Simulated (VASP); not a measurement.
SiO$_{2}$ (relaxed from the alpha-quartz structure, space group P3_121): computed properties

Calculation: r2SCAN meta-GGA, VASP's PBE PAW potentials (set 64) (plane waves; VASP 6.6.1).

For SiO$_{2}$, the space group is P3_121 (152) and the cell is a = 4.929 Å, b = 4.929 Å, c = 5.425 Å, α = 90.00°, β = 90.00°, γ = 120.00°. The volume per atom is 12.68 Å³/atom and the band gap (over mesh and band path) comes out as 6.58 eV. The smallest direct gap (over mesh and band path) is 6.89 eV, the band-edge character is indirect, K to Γ and the density is 2.62 g/cm³. The mean ε∞ (independent particles) comes out as 2.36.

```
CELL_PARAMETERS angstrom
      4.92899     0.00000     0.00000
     -2.46449     4.26863     0.00000
      0.00000     0.00000     5.42481
ATOMIC_POSITIONS crystal
  Si 0.46968 0.00000 0.83333
  Si 0.00000 0.46968 0.16667
  Si 0.53032 0.53032 0.50000
  O  0.41337 0.26751 0.71410
  O  0.73249 0.14585 0.04743
  O  0.85415 0.58663 0.38077
  O  0.14585 0.73249 0.95257
  O  0.26751 0.41337 0.28590
  O  0.58663 0.85415 0.61923
```

The structure was generated: SiO2 was put into the alpha-quartz type (P3_121), which need not be its known phase. It was relaxed first. Symmetry was kept, so distortions that lower it aren't found.
